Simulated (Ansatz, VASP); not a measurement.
# WC (Qusongite): VASP beside Ansatz, part 2 of 2

Aim: how closely do two programs agree when they are given the same cell, functional and k mesh? The cell is taken from a series of runs on this material, whose earlier steps may have relaxed, scaled, displaced or heated it; both programs get it as it stands.

VASP 6.6.1 and Ansatz 0.2.0.

So far: The starting structure; Ansatz: zone-centre phonons, LDA; VASP: zone-centre phonons, LDA.

## 3. VASP: zone-centre phonons, LDA (continued)

Level of this step: LDA; plane waves and PAW (C, W) (VASP).

Numbers of over 12 decimals in the logs are rounded to 6 here.

OUTCAR, selected parts (step 3):

```text
ion  position               nearest neighbor table
   1  0.667  0.333  0.500-   2 2.21   2 2.21   2 2.21   2 2.21   2 2.21   2 2.21
   2  1.000  0.000  0.000-   1 2.21   1 2.21   1 2.21   1 2.21   1 2.21   1 2.21

  LATTYP: Found a hexagonal cell.
 ALAT       =     2.8636236312
 C/A-ratio  =     1.0215540680

 Subroutine GETGRP returns: Found 12 space group operations
 (whereof 12 operations were pure point group operations)

The static configuration has the point symmetry D_3h.

 Found    333 irreducible k-points:

   k-points           NKPTS =    333   k-points in BZ     NKDIM =    333   number of bands    NBANDS=     11

   dimension x,y,z NGX =    24 NGY =   24 NGZ =   24
   dimension x,y,z NGXF=    48 NGYF=   48 NGZF=   48

   ENCUT  =  600.0 eV  44.10 Ry    6.64 a.u.   5.72  5.72  5.84*2*pi/ulx,y,z

   NELECT =      10.0000    total number of electrons

 k-points in reciprocal lattice and weights: Automatic mesh
   0.00000000  0.00000000  0.00000000       0.000
   0.05555556 -0.00000000  0.00000000       0.001
   0.11111111 -0.00000000  0.00000000       0.001
   0.16666667  0.00000000  0.00000000       0.001
   0.22222222  0.00000000  0.00000000       0.001
   0.27777778 -0.00000000  0.00000000       0.001
   0.33333333  0.00000000  0.00000000       0.001
   0.38888889  0.00000000  0.00000000       0.001
   0.44444444  0.00000000  0.00000000       0.001
[...]
0.33333333  0.27777778  0.50000000       0.002
   0.33333333  0.33333333  0.50000000       0.000

 average (electrostatic) potential at core
       1 -50.2826       2 -37.6170

  Total       -0.0268042     -0.0268042     -4.3463490      0.0000000      0.0000000      0.0000000
  in kB       -2.0671551     -2.0671551   -335.1933347      0.0000000      0.0000000      0.0000000
  external PRESSURE =    -113.1092150 kB  Pullay stress =       0.0000000 kB

  energy-cutoff  :      600.00
  volume of cell :       20.77
      direct lattice vectors                 reciprocal lattice vectors
     2.863623631  0.000000000  0.000000000     0.349207902  0.201615276  0.000000000
    -1.431811816  2.479970811  0.000000000     0.000000000  0.403230552  0.000000000
     0.000000000  0.000000000  2.925346370     0.000000000  0.000000000  0.341839862

 POSITION                                       TOTAL-FORCE (eV/Angst)
 -----------------------------------------------------------------------------------
      1.43181      0.82666      1.46267         0.000000     -0.000000      0.000000
      2.86362      0.00000      0.00000        -0.000000      0.000000      0.000000
 -----------------------------------------------------------------------------------
    total drift:                               -0.000000      0.000000      0.000000

 Eigenvectors and eigenvalues of the dynamical matrix
 ----------------------------------------------------

   1 f  =   17.823572 THz   111.988804 2PiTHz  594.530356 cm-1    73.712336 meV
             X         Y         Z           dx          dy          dz
      1.431812  0.826657  1.462673     0.000000   -0.968850    0.000000
      2.863624  0.000000  0.000000    -0.000000    0.247649    0.000000

   2 f  =   17.823572 THz   111.988804 2PiTHz  594.530356 cm-1    73.712336 meV
             X         Y         Z           dx          dy          dz
      1.431812  0.826657  1.462673    -0.968850    0.000000    0.000000
      2.863624  0.000000  0.000000     0.247649    0.000000    0.000000

   3 f  =   15.646165 THz    98.307756 2PiTHz  521.899897 cm-1    64.707311 meV
             X         Y         Z           dx          dy          dz
      1.431812  0.826657  1.462673     0.000000    0.000000    0.968844
      2.863624  0.000000  0.000000     0.000000    0.000000   -0.247674

   4 f/i=    0.000228 THz     0.001436 2PiTHz    0.007622 cm-1     0.000945 meV
             X         Y         Z           dx          dy          dz
      1.431812  0.826657  1.462673     0.247649   -0.000000    0.000000
      2.863624  0.000000  0.000000     0.968850   -0.000000    0.000000

   5 f/i=    0.000228 THz     0.001436 2PiTHz    0.007622 cm-1     0.000945 meV
             X         Y         Z           dx          dy          dz
      1.431812  0.826657  1.462673    -0.000000   -0.247649   -0.000000
      2.863624  0.000000  0.000000    -0.000000   -0.968850   -0.000000

   6 f/i=    0.000591 THz     0.003711 2PiTHz    0.019699 cm-1     0.002442 meV
             X         Y         Z           dx          dy          dz
      1.431812  0.826657  1.462673    -0.000000   -0.000000    0.247674
      2.863624  0.000000  0.000000    -0.000000   -0.000000    0.968844

 ELASTIC MODULI CONTR FROM IONIC RELAXATION (kBar)
 Direction    XX          YY          ZZ          XY          YZ          ZX
 --------------------------------------------------------------------------------
 XX         -82.9750     82.9750      0.0000      0.0000      0.0000      0.0000
 YY          82.9750    -82.9750      0.0000     -0.0000      0.0000      0.0000
 ZZ           0.0000      0.0000      0.0000      0.0000      0.0000      0.0000
 XY           0.0000     -0.0000      0.0000    -82.9750      0.0000      0.0000
 YZ           0.0000      0.0000      0.0000      0.0000      0.0000      0.0000
 ZX           0.0000      0.0000      0.0000      0.0000      0.0000      0.0000
 --------------------------------------------------------------------------------
```

## 4. Comparison

Known differences besides the potentials themselves: the two LDA forms differ slightly; the data sets hold 18 valence electrons in Ansatz (on its PAW soft_1 files) and 10 in VASP; the cutoff is 420 eV in Ansatz and 600 eV in VASP; VASP's log shows a relativistic correction to its local exchange, Ansatz's none. Total energies have different zeros and are not compared.

Compared:

```
                  quantity  Ansatz   VASP  difference
     optical mode 1 (cm⁻¹)   514.6  521.9     -1.40 %
optical mode 2 to 3 (cm⁻¹)   589.7  594.5     -0.81 %
```

Modes are paired by rising frequency, not by their patterns, so a pair may set unlike modes beside each other; they are those without the splitting of longitudinal modes.

## 5. What came out

| Item | Value |
| --- | --- |
| r.m.s. difference of the optical zone-centre modes, each program's sorted by frequency (zone-centre phonons, LDA) | 5.8 cm⁻¹ |
| difference in optical mode 1 (zone-centre phonons, LDA) | -1.4 % |

In words: The r.m.s. difference of the optical zone-centre modes, each program's sorted by frequency is 5.8 cm⁻¹ (zone-centre phonons, LDA). The data sets hold unlike numbers of valence electrons (18 in Ansatz and 10 in VASP), so part of the differences comes from the potentials. Among the rows given in per cent, the largest difference of the zone-centre phonons, LDA pair is in optical mode 1, -1.4 %. Such differences can come from data sets, numerical settings and the points named under the comparisons, not from the functional's error against experiment.

[Lines on the potential files, build, host, timing and source positions are cut from VASP's logs without a mark.]

[Logs are printed without paths, hosts, clocks, repeated set-up lines and the standing remarks that a program may print on its own settings, such as how far it seeks lower states.]

[Hosts, paths, dates, database ids (printed as entryN), source tags and the programs' standing remarks are cut or masked in the printed files.]
